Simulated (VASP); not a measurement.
A convergence study with VASP on CdO (rock salt): one setting is varied, all else stays as given below, so the limit is that of these other settings.

```
CdO
1.0
    0.00000     2.35000     2.35000
    2.35000     0.00000     2.35000
    2.35000     2.35000     0.00000
Cd O
1 1
Cartesian
  0.00000   0.00000   0.00000
  2.35000   2.35000   2.35000
```

All values below come from PBE GGA, VASP's PBE PAW potentials (set 64) (plane waves; VASP 6.6.1). The tightest run used: 700 eV cut-off, 19×19×19 Γ-centred mesh, Gaussian smearing of 0.050 eV, potentials Cd O.

```json
[
 {"setting": "1×1×1 mesh", "E (eV/atom)": "-1.5059", "pressure (GPa)": "14.83", "irreducible k-points": "1"},
 {"setting": "2×2×2 mesh", "E (eV/atom)": "-3.3279", "pressure (GPa)": "15.16", "irreducible k-points": "3"},
 {"setting": "3×3×3 mesh", "E (eV/atom)": "-3.7830", "pressure (GPa)": "8.73", "irreducible k-points": "4"},
 {"setting": "4×4×4 mesh", "E (eV/atom)": "-3.8394", "pressure (GPa)": "7.60", "irreducible k-points": "8"}
]
```

Task: These are the cheaper rows. Estimate the results at 19×19×19 mesh, and how far the last row shown lies from them.

Result: 
```
quantity        tightest run  last row shown is off by
--------------  ------------  ------------------------
E (eV/atom)          -3.8504                    0.0110
pressure (GPa)          7.30                      0.31
```

Left out are rungs that failed or repeat a setting and relaxations that didn't move; long series are thinned to 24 rows.

The compound is CdO in the rock salt structure. The cell was not relaxed at this level.
